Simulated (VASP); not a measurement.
Here is the system:

```
CELL_PARAMETERS angstrom
      0.00000     2.23892     2.23892
      2.23892     0.00000     2.23892
      2.23892     2.23892     0.00000
ATOMIC_POSITIONS crystal
  B  0.00000 0.00000 0.00000
  P  0.25000 0.25000 0.25000
```

Level of theory: PBE GGA with D3 dispersion (zero damping), VASP's PBE PAW potentials (set 64) (plane waves; VASP). Run with 520 eV cut-off, 10×10×10 Γ-centred mesh, Gaussian smearing of 0.050 eV, potentials B P.

Task: The job: BP (zinc blende), 2 atoms, PBE-D3 (zero damping), static run, 520 eV, 10×10×10 Γ-centred mesh. Roughly how much core time does it take on a busy server core?

Result: About 5 core-seconds (one run on a shared machine, a rough figure). It had 47 irreducible k-points, 8 bands, up to 620 plane waves and 13 electronic steps.

The compound is BP in the zinc blende structure. This cell is one point of a volume scan, at 0.97 of the reference volume.
